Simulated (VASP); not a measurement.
Calculation: TPSS meta-GGA, VASP's PBE PAW potentials (set 64) (plane waves; VASP).

A VASP calculation is set up with these files.

INCAR:
```
SYSTEM = MnO2
PREC = Accurate
ENCUT = 520
EDIFF = 1E-7
NELM = 100
ALGO = Normal
LREAL = .FALSE.
LASPH = .TRUE.
ISMEAR = -5
METAGGA = TPSS
LMIXTAU = .TRUE.
LMAXMIX = 4
ISPIN = 2
MAGMOM = 2.6 -2.6 -0.1 0.1 0.1 -0.1
LORBIT = 11
LWAVE = .FALSE.
LCHARG = .FALSE.
NEDOS = 601
ISIF = 2
LEFG = .TRUE.
```

File POSCAR:
```
MnO2
1
    4.4097907828     0.0000000000     0.0000000000
    0.0000000000     4.4097907828     0.0000000000
    0.0000000000     0.0000000000     2.8773830513
Mn O
2 4
Direct
  0.0000000000   0.0000000000   0.0000000000
  0.5000000000   0.5000000000   0.5000000000
  0.3043892818   0.3043892818   0.0000000000
  0.8043892818   0.1956107182   0.5000000000
  0.1956107182   0.8043892818   0.5000000000
  0.6956107182   0.6956107182   0.0000000000
```

**KPOINTS**
```
Automatic mesh
0
Gamma
8 8 12
0 0 0
```

File KPOINTS_OPT:
```
k-points along high-symmetry lines
5
Line-mode
Reciprocal
  0.000000   0.000000   0.000000 ! GAMMA
  0.500000   0.500000   0.000000 ! Y

  0.500000   0.500000   0.000000 ! Y
  0.500000   0.500000   0.000000 ! C_0

  0.500000  -0.500000   0.000000 ! SIGMA_0
  0.000000   0.000000   0.000000 ! GAMMA

  0.000000   0.000000   0.000000 ! GAMMA
  0.000000   0.000000   0.500000 ! Z

  0.000000   0.000000   0.500000 ! Z
  0.500000  -0.500000   0.500000 ! A_0

  0.500000   0.500000   0.500000 ! E_0
  0.500000   0.500000   0.500000 ! T

  0.500000   0.500000   0.500000 ! T
  0.500000   0.500000   0.000000 ! Y

  0.000000   0.000000   0.000000 ! GAMMA
  0.500000   0.000000   0.000000 ! S

  0.500000   0.000000   0.000000 ! S
  0.500000   0.000000   0.500000 ! R

  0.500000   0.000000   0.500000 ! R
  0.000000   0.000000   0.500000 ! Z

  0.000000   0.000000   0.500000 ! Z
  0.500000   0.500000   0.500000 ! T
```

POTCAR, in this order: Mn_pv O (PBE.64 set). Program: vasp_std.

What VASP printed:

### OSZICAR
```
       N       E                     dE             d eps       ncg     rms          rms(c)
DAV:   1     0.700669564576E+03    0.70067E+03   -0.29632E+04 12736   0.216E+03
DAV:   2     0.772188770305E+02   -0.62345E+03   -0.59774E+03 13402   0.656E+02
DAV:   3    -0.747502447247E+01   -0.84694E+02   -0.80440E+02 17200   0.225E+02
DAV:   4    -0.123355308172E+02   -0.48605E+01   -0.47846E+01 14888   0.536E+01
DAV:   5    -0.125022101950E+02   -0.16668E+00   -0.16667E+00 15248   0.104E+01    0.415E+01
DAV:   6    -0.758239609508E+02   -0.63322E+02   -0.34792E+02 12732   0.213E+02    0.241E+01
DAV:   7    -0.728661987657E+02    0.29578E+01   -0.17426E+01 16228   0.488E+01    0.122E+01
DAV:   8    -0.734367311855E+02   -0.57053E+00   -0.17433E+01 15632   0.518E+01    0.133E+01
DAV:   9    -0.720271997568E+02    0.14095E+01   -0.32156E+00 16200   0.165E+01    0.500E+00
DAV:  10    -0.721814483970E+02   -0.15425E+00   -0.19964E+00 13352   0.108E+01    0.331E+00
DAV:  11    -0.721527101078E+02    0.28738E-01   -0.10538E-01 13572   0.305E+00    0.279E+00
DAV:  12    -0.720784029888E+02    0.74307E-01   -0.18564E-01 12624   0.283E+00    0.144E+00
DAV:  13    -0.720626042745E+02    0.15799E-01   -0.87804E-02 14774   0.216E+00    0.416E-01
DAV:  14    -0.720648354069E+02   -0.22311E-02   -0.12240E-02 14634   0.917E-01    0.428E-01
DAV:  15    -0.720641043736E+02    0.73103E-03   -0.81190E-04 13680   0.251E-01    0.294E-01
DAV:  16    -0.720635526969E+02    0.55168E-03   -0.16230E-03 12678   0.276E-01    0.105E-01
DAV:  17    -0.720635159394E+02    0.36758E-04   -0.54963E-04 12720   0.152E-01    0.543E-02
DAV:  18    -0.720635196198E+02   -0.36804E-05   -0.10313E-05 14306   0.360E-02    0.411E-02
DAV:  19    -0.720635176085E+02    0.20113E-05   -0.39481E-05 13744   0.501E-02    0.286E-02
DAV:  20    -0.720635200177E+02   -0.24092E-05   -0.55923E-05 13410   0.553E-02    0.738E-03
DAV:  21    -0.720635195962E+02    0.42147E-06   -0.31596E-06 12910   0.136E-02    0.657E-03
DAV:  22    -0.720635165192E+02    0.30770E-05   -0.27624E-06 12990   0.122E-02    0.176E-03
DAV:  23    -0.720635169512E+02   -0.43198E-06   -0.13717E-07  6474   0.432E-03    0.124E-03
DAV:  24    -0.720635173482E+02   -0.39708E-06   -0.86622E-08  6354   0.205E-03    0.367E-04
DAV:  25    -0.720635174132E+02   -0.64913E-07   -0.10626E-08  6324   0.779E-04
   1 F= -.72063517E+02 E0= -.72063517E+02  d E =0.000000E+00  mag=    -0.0000
       N       E                     dE             ncg
```

**OUTCAR**
```
------------------------ aborting loop because EDIFF is reached ----------------------------------------
  FORCE on cell =-STRESS in cart. coord.  units (eV):
  Direction    XX          YY          ZZ          XY          YZ          ZX
  --------------------------------------------------------------------------------------
  Total       -0.0549679     -0.0549679      0.0293835     -0.0000000      0.0000000      0.0000000
  in kB       -1.5739313     -1.5739313      0.8413581     -0.0000000      0.0000000      0.0000000
  external PRESSURE =      -0.7688348 kB  Pullay stress =       0.0000000 kB
  volume of cell :       55.95
      direct lattice vectors                 reciprocal lattice vectors
     4.409790783  0.000000000  0.000000000     0.226768128  0.000000000  0.000000000
     0.000000000  4.409790783  0.000000000     0.000000000  0.226768128  0.000000000
     0.000000000  0.000000000  2.877383051     0.000000000  0.000000000  0.347538017
 POSITION                                       TOTAL-FORCE (eV/Angst)
 -----------------------------------------------------------------------------------
      0.00000      0.00000      0.00000         0.000000     -0.000000      0.000000
      2.20490      2.20490      1.43869         0.000000     -0.000000      0.000000
      1.34229      1.34229      0.00000         0.002903      0.002903     -0.000000
      3.54719      0.86260      1.43869         0.002903     -0.002903      0.000000
      0.86260      3.54719      1.43869        -0.002903      0.002903      0.000000
      3.06750      3.06750      0.00000        -0.002903     -0.002903      0.000000
 -----------------------------------------------------------------------------------
    total drift:                               -0.000000      0.000000      0.000000
  FREE ENERGIE OF THE ION-ELECTRON SYSTEM (eV)
  ---------------------------------------------------
  free  energy   TOTEN  =       -72.0635174132 eV

  energy  without entropy=      -72.0635174132  energy(sigma->0) =      -72.06351741

 total charge

# of ion       s       p       d       tot
------------------------------------------
    1        0.347   6.452   4.907  11.706
    2        0.347   6.452   4.907  11.706
    3        1.552   3.450   0.000   5.002
    4        1.552   3.450   0.000   5.002
    5        1.552   3.450   0.000   5.002
    6        1.552   3.450   0.000   5.002
--------------------------------------------------
tot          6.903  26.704   9.813  43.421

 magnetization (x)

# of ion       s       p       d       tot
------------------------------------------
    1        0.005   0.019   2.544   2.568
    2       -0.005  -0.019  -2.544  -2.568
    3       -0.001  -0.054   0.000  -0.055
    4        0.001   0.054   0.000   0.055
    5        0.001   0.054   0.000   0.055
    6       -0.001  -0.054   0.000  -0.055
--------------------------------------------------
tot          0.000   0.000   0.000   0.000

 Electric field gradients after diagonalization (V/A^2)
 (convention: |V_zz| > |V_xx| > |V_yy|)
----------------------------------------------------------------------
 ion       V_xx      V_yy      V_zz     asymmetry (V_yy - V_xx)/ V_zz
----------------------------------------------------------------------
   1      -5.118    -5.011    10.129       0.011
   2      -5.118    -5.011    10.129       0.011
   3      65.411    30.843   -96.254       0.359
   4      65.411    30.843   -96.254       0.359
   5      65.411    30.843   -96.254       0.359
   6      65.411    30.843   -96.254       0.359
```
(Selected blocks of OUTCAR.)

For a metal the tetrahedron method with Blöchl corrections gives inexact stress and forces.

The compound is MnO2 in the rutile structure. It was relaxed first.
